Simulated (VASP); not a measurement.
# Be4Cr (Im-3m) in VASP: further runs, part 2 of 2

VASP 6.6.1. The steps go on from the part before.

## (3) Relaxation of the atoms, RPBE, collinear spin, ferromagnetic start

The input, INCAR:

```
PREC     = Accurate       # precision mode
ENCUT    = 520            # plane-wave cutoff, eV
EDIFF    = 1E-6           # SCF threshold, eV
ISMEAR   = 1              # smearing method
SIGMA    = 0.2            # smearing width, eV
LREAL    = F              # projectors in reciprocal space
LASPH    = T              # aspherical terms in the spheres
NELM     = 150            # most SCF steps
ALGO     = Normal         # electronic algorithm
ISIF     = 2              # what is computed and relaxed
LWAVE    = F              # write WAVECAR
LCHARG   = F              # write CHGCAR
ISPIN    = 2              # spin polarisation
MAGMOM   = 0 0 0 0 3      # initial moments
LORBIT   = 11             # projections on sites
LMAXMIX  = 4              # l up to which the mixer works
GGA      = RP             # functional
IBRION   = 2              # ionic algorithm
NSW      = 40             # ionic steps
EDIFFG   = -0.02          # ionic threshold
```

The input, KPOINTS:

```
regular mesh
0
Gamma
  9 9 9
```

The input, POSCAR:

```
Be4Cr
1.0
   -2.1814546100      2.1814546100      2.1814546100
    2.1814546100     -2.1814546100      2.1814546100
    2.1814546100      2.1814546100     -2.1814546100
Be Cr
4 1
Direct
    0.0000000000      0.0000000000      0.5000000000
    0.0000000000      0.5000000000      0.0000000000
    0.5000000000      0.0000000000      0.0000000000
    0.5000000000      0.5000000000      0.5000000000
    0.0000000000      0.0000000000      0.0000000000
```

Potentials or basis: VASP PAW PBE potentials, release 64 (Be, Cr_pv).

Started as:

```console
$ cat potpaw_PBE.64/Be/POTCAR potpaw_PBE.64/Cr_pv/POTCAR > POTCAR
$ mpirun -np 1 vasp_std > vasp.out
```

OUTCAR:

```text
PREC = Accurate
   ENCUT = 520
   EDIFF = 1E-6
   ISMEAR = 1
   LREAL = F
   LASPH = T
   NELM = 150
   ISIF = 2
   ISPIN = 2
   LORBIT = 11
   GGA = RP
   IBRION = 2
   NSW = 40
   EDIFFG = -0.02

 ion  position               nearest neighbor table
   1  0.000  0.000  0.500-   5 1.89   5 1.89   4 2.18   2 2.18   3 2.18   2 2.18   3 2.18   4 2.18

   2  0.000  0.500  0.000-   5 1.89   5 1.89   4 2.18   1 2.18   3 2.18   1 2.18   4 2.18   3 2.18

   3  0.500  0.000  0.000-   5 1.89   5 1.89   4 2.18   1 2.18   4 2.18   2 2.18   1 2.18   2 2.18

   4  0.500  0.500  0.500-   5 1.89   5 1.89   3 2.18   1 2.18   3 2.18   2 2.18   1 2.18   2 2.18

   5  0.000  0.000  0.000-   1 1.89   2 1.89   3 1.89   4 1.89   1 1.89   2 1.89   3 1.89   4 1.89

  LATTYP: Found a body centered cubic cell.
 ALAT       =     4.3629092200

  Lattice vectors:

 A1 = (  -2.1814546100,   2.1814546100,   2.1814546100)
 A2 = (   2.1814546100,  -2.1814546100,   2.1814546100)
 A3 = (   2.1814546100,   2.1814546100,  -2.1814546100)

Analysis of symmetry for initial positions (statically):
=====================================================================
 Subroutine PRICEL returns:
 Original cell was already a primitive cell.

 Routine SETGRP: Setting up the symmetry group for a
 body centered cubic supercell.

 Subroutine GETGRP returns: Found 48 space group operations
 (whereof 48 operations were pure point group operations)
 out of a pool of 48 trial point group operations.

The static configuration has the point symmetry O_h .

Analysis of symmetry for dynamics (positions and initial velocities):
=====================================================================
 Subroutine PRICEL returns:
 Original cell was already a primitive cell.

 Routine SETGRP: Setting up the symmetry group for a
 body centered cubic supercell.

 Subroutine GETGRP returns: Found 48 space group operations
 (whereof 48 operations were pure point group operations)
 out of a pool of 48 trial point group operations.

The dynamic configuration has the point symmetry O_h .

Analysis of structural, dynamic, and magnetic symmetry:
=====================================================================
 Subroutine PRICEL returns:
 Original cell was already a primitive cell.

 Routine SETGRP: Setting up the symmetry group for a
 body centered cubic supercell.

 Subroutine GETGRP returns: Found 48 space group operations
 (whereof 48 operations were pure point group operations)
 out of a pool of 48 trial point group operations.

The overall configuration has the point symmetry O_h .

 Subroutine INISYM returns: Found 48 space group operations
 (whereof 48 operations are pure point group operations),
 and found     1 'primitive' translations

----------------------------------------------------------------------------------------

                                     Primitive cell

  volume of cell :      41.5239

  direct lattice vectors                    reciprocal lattice vectors
    -2.181454610  2.181454610  2.181454610     0.000000000  0.229204861  0.229204861
     2.181454610 -2.181454610  2.181454610     0.229204861  0.000000000  0.229204861
     2.181454610  2.181454610 -2.181454610     0.229204861  0.229204861  0.000000000

  length of vectors
     3.778390219  3.778390219  3.778390219     0.324144623  0.324144623  0.324144623

  position of ions in fractional coordinates (direct lattice)
     0.000000000  0.000000000  0.500000000
[... 89 lines left out ...]
   NFREE  =      1    steps in history (QN), initial steepest desc. (CG)
   ISIF   =      2    stress and relaxation
   ISYM   =      2    0-nonsym 1-usesym 2-fastsym
   POTIM  = 0.5000    time-step for ionic-motion
   TEBEG  =    0.0;   TEEND  =   0.0 temperature during run
   PSTRESS=    0.0 pullay stress
   NELECT =      20.0000    total number of electrons
   NUPDOWN=      -1.0000    fix difference up-down
   EMIN   =  10.00;   EMAX   =-10.00  energy-range for DOS
   EFERMI =   0.00;   METHOD = LEGACY
   ISMEAR =     1;   SIGMA  =   0.20  broadening in eV -4-tet -1-fermi 0-gaus
   EFERMI_NEDOS =   21; number of points for ismear=-14 and -15
   IALGO  =     38    algorithm
   IMIX   =      4    mixing-type and parameters
     AMIX     =   0.40;   BMIX     =  1.00
     AMIX_MAG =   1.60;   BMIX_MAG =  1.00
  volume/ion in A,a.u.               =       8.30        56.04
  Fermi-wavevector in a.u.,A,eV,Ry     =   1.283272  2.425032 22.405891  1.646787
  Thomas-Fermi vector in A             =   2.415534
   LORBIT       =     11    0 simple, 1 ext, 2 COOP (PROOUT), +10 PAW based schemes
   GGA     = RP    functional components
   LHFCALC =     F    Hartree Fock is set to
   AEXX    =    0.0000 exact exchange contribution
   IVDW    =     0    specifies the selected vdW correction
   LEPSILON=     F    determine dielectric tensor
   LRPA    =     F    only Hartree local field effects (RPA)
 conjugate gradient relaxation of ions
 spin polarized calculation
 Methfessel and Paxton  Order N= 1 SIGMA  =   0.20
  energy-cutoff  :      520.00
  volume of cell :       41.52
 maximum number of plane-waves:      1136
   NGX = 13   NGY = 13   NGZ = 13

 number of electron      20.0000014 magnetization       0.5442859

 Free energy of the ion-electron system (eV)
  ---------------------------------------------------
  ext. energy  EPLUGINS =         0.00000000
  ---------------------------------------------------
  free energy    TOTEN  =       -12.65581719 eV

  energy without entropy =      -12.65117329  energy(sigma->0) =      -12.65426922

 E-fermi :   7.2720     XC(G=0): -11.3147

 val. band max:        7.2713254322   @ k =   0.1111   0.1111   0.1111
 cond. band min:       7.2815440112   @ k =  -0.4444  -0.4444   0.3333
 fundamental gap:      0.0102185790
 Fermi energy:         7.2720056460

 spin component 1

 k-point     1 :       0.0000    0.0000    0.0000
  band No.  band energies     occupation
      1     -33.9729      1.00000
      2     -33.9729      1.00000
      3     -33.9729      1.00000
      4      -1.9139      1.00000
      5       6.4056      1.00000
      6       6.4056      1.00000
[... 435 lines left out ...]
      5       1.4345      1.00000
      6       3.5757      1.00000
[... 8 lines left out ...]
     15      12.8849      0.00000
     16      13.8908      0.00000

 [... further k-points ...]

 spin component 2

 k-point     1 :       0.0000    0.0000    0.0000
  band No.  band energies     occupation
      1     -33.5946      1.00000
      2     -33.5946      1.00000
      3     -33.5946      1.00000
      4      -1.8290      1.00000
      5       6.6096      1.00001
      6       6.6096      1.00001
[... 435 lines left out ...]
      5       1.5468      1.00000
      6       3.7268      1.00000
[... 8 lines left out ...]
     15      13.0961      0.00000
     16      14.0469      0.00000

 [... further k-points ...]
[... 5 lines left out ...]
  --------------------------------------------------------------------------------------
  -------------------------------------------------------------------------------------
  Total       19.1323602     19.1323602     19.1323602     -0.0000000     -0.0000000      0.0000000
  in kB      738.2111448    738.2111448    738.2111448     -0.0000000     -0.0000000      0.0000000
  external PRESSURE =     738.2111448 kB  Pullay stress =       0.0000000 kB

 VOLUME and BASIS-vectors are now :
 -----------------------------------------------------------------------------
  energy-cutoff  :      520.00
  volume of cell :       41.52
      direct lattice vectors                 reciprocal lattice vectors
    -2.181454610  2.181454610  2.181454610     0.000000000  0.229204861  0.229204861
     2.181454610 -2.181454610  2.181454610     0.229204861  0.000000000  0.229204861
     2.181454610  2.181454610 -2.181454610     0.229204861  0.229204861  0.000000000

 POSITION                                       TOTAL-FORCE (eV/Angst)
 -----------------------------------------------------------------------------------
      1.09073      1.09073     -1.09073        -0.000000      0.000000      0.000000
      1.09073     -1.09073      1.09073         0.000000     -0.000000     -0.000000
     -1.09073      1.09073      1.09073        -0.000000     -0.000000      0.000000
      1.09073      1.09073      1.09073        -0.000000      0.000000     -0.000000
      0.00000      0.00000      0.00000         0.000000      0.000000     -0.000000
 -----------------------------------------------------------------------------------
    total drift:                               -0.000000     -0.000000     -0.000000

  FREE ENERGIE OF THE ION-ELECTRON SYSTEM (eV)
  ---------------------------------------------------
  free  energy   TOTEN  =       -12.6558171867 eV

  energy  without entropy=      -12.6511732912  energy(sigma->0) =      -12.65426922

 reached required accuracy - stopping structural energy minimisation

 total charge

# of ion       s       p       d       tot
------------------------------------------
    1        0.568   0.820   0.000   1.387
    2        0.568   0.820   0.000   1.387
    3        0.568   0.820   0.000   1.387
    4        0.568   0.820   0.000   1.387
    5        0.643   6.336   5.372  12.351
--------------------------------------------------
tot          2.914   9.615   5.372  17.901

 magnetization (x)

# of ion       s       p       d       tot
------------------------------------------
    1        0.005   0.012   0.000   0.017
    2        0.005   0.012   0.000   0.017
    3        0.005   0.012   0.000   0.017
    4        0.005   0.012   0.000   0.017
    5        0.003   0.026   0.416   0.444
--------------------------------------------------
tot          0.023   0.074   0.416   0.514
```

Run time: 64 s. Hardware: 1 thread of Intel Xeon Platinum 8375C at 2.90GHz (Ice Lake), shared host; peak memory 0.19 GiB.

Results:

| Property | Result |
| --- | --- |
| Free energy | -12.6558 eV |
| Pressure after relaxing | 73.8 GPa |
| Band gap on the k mesh | none (metal or under the smearing width) |
| Net moment | 0.54 μB per cell |
| Site moments | Be +0.02; Cr +0.44 μB |
| Valence electrons inside the program's atomic spheres | Be 1.39; Cr 12.35 |

Final structure:
```yaml
crystal:
  lattice:
    - [-2.18145, 2.18145, 2.18145]
    - [2.18145, -2.18145, 2.18145]
    - [2.18145, 2.18145, -2.18145]
  atoms:
    - { symbol: Be, position: [0.00000, 0.00000, 0.50000] }
    - { symbol: Be, position: [0.00000, 0.50000, 0.00000] }
    - { symbol: Be, position: [0.50000, 0.00000, 0.00000] }
    - { symbol: Be, position: [0.50000, 0.50000, 0.50000] }
    - { symbol: Cr, position: [0.00000, 0.00000, 0.00000] }
```

Levels at points of the mesh, in eV from the Fermi level:
Spin up:
```tsv
k point	band 8	band 9	band 10	band 11	band 12	band 13
(0.00, 0.00, 0.00)	-0.01	-0.01	1.00	1.00	1.00	1.27
```
Spin down:
```csv
k point,band 7,band 8,band 9,band 10,band 11,band 12,band 13,band 14
"(0.00, 0.00, 0.00)",-0.66,0.46,0.46,1.01,1.01,1.01,1.43,1.43
```

Caveat: the relaxation stopped at its first step, so nothing moved; a pressure of tens of GPa on the cell as given is suspect, and the run, the potentials or the cell itself is likely at fault; the PAW data sets were made with another functional, which shifts forces and pressure a little.

## (4) The reference run

An earlier run on the cell as given: functional PBE; potentials or basis VASP PAW PBE potentials, release 64 (Be, Cr_pv); cutoff 520 eV; k mesh 9 × 9 × 9; occupations fermi-dirac, width 0.05 eV; collinear spin, ferromagnetic start; starting moments [0.0, 0.0, 0.0, 0.0, 3.0] μB.

* Pressure: 69.3 GPa
* Band gap on the k mesh: none (metal or under the smearing width)
* Net moment: 0.08 μB per cell
* Site moments: Be +0.00; Cr +0.06 μB
* Valence electrons inside the program's atomic spheres: Be 1.38; Cr 12.34

## (5) Overview

| task | level | cell | cutoff (eV) | smearing | gap on the mesh (eV) | pressure (GPa) | moment (μB) |
| --- | --- | --- | --- | --- | --- | --- | --- |
| relaxation of cell and atoms | PBE | relaxed | 600 | methfessel-paxton 0.2 eV | none | -0.1 | 4.02 |
| relaxation of the atoms | RPBE | atoms relaxed | 520 | methfessel-paxton 0.2 eV | none | 73.8 | 0.54 |
| single point | PBE | as given | 520 | fermi-dirac 0.05 eV | none | 69.3 | 0.08 |

Alike in all rows: potentials or basis VASP PAW PBE potentials, release 64 (Be, Cr_pv); spin collinear, ferromagnetic start; k mesh 9 × 9 × 9.

Caveats: a pressure of tens of GPa on the cell as given is suspect, and the run, the potentials or the cell itself is likely at fault (some runs); the relaxation stopped at its first step, so nothing moved (some runs); the PAW data sets were made with another functional, which shifts forces and pressure a little (some runs).

Total energies depend on the potentials used, so only differences within one code and one set of settings carry meaning.
